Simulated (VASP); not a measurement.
Consider the following.

```xyz
3
Lattice="1.5094 -2.6144 0.0000 1.5094 2.6144 0.0000 0.0000 0.0000 3.2327" Properties=species:S:1:pos:R:3 pbc="T T T"
Ti     1.5094     2.6144     0.0000
B      1.5094     0.8715     1.6163
B      1.5094    -0.8715     1.6163
```

Method: SCAN meta-GGA, VASP's PBE PAW potentials (set 64) (plane waves; VASP 6.6.1). Run with 520 eV cut-off, 13×13×11 Γ-centred mesh, tetrahedra with Blöchl corrections, potentials Ti_sv B.

Task: Predict the energy per atom (σ→0), band gap (over mesh and band path) with the smallest direct gap where there is one.

Result: 
```yaml
band gap (over mesh and band path): none (metal, semimetal or under 0.01 eV)
energy per atom (σ→0): -11.418 eV/atom
```

Total energies compare only between runs with the same potentials, cut-off and functional.

The compound is TiB2 in the AlB2 type structure. It was relaxed first.
